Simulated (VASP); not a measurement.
Energy against volume of PbF₂ (fluorite). Calculation: SCAN meta-GGA, VASP's PBE PAW potentials (set 64) (plane waves; VASP). Run with 520 eV cut-off, 7×7×7 Γ-centred mesh, Gaussian smearing of 0.050 eV, potentials Pb_d F.

```tsv
V (Å³/atom)	E (eV/atom)
16.610	-30.02827
17.124	-30.03344
17.637	-30.03081
18.151	-30.02170
```

Question: Fit these four points and predict the energy of the run at 16.096 Å³/atom.

Answer: A cubic in V^(−2/3), the third-order Birch-Murnaghan form, passes through the four points with V0 = 17.19 Å³/atom and B0 = 79 GPa, and gives -30.0137 eV/atom there. The run gave -30.0140 eV/atom, -0.3 meV/atom from the fit; all five points give B0 = 79 GPa.

The compound is PbF2 in the fluorite structure, the β form. It was relaxed first.
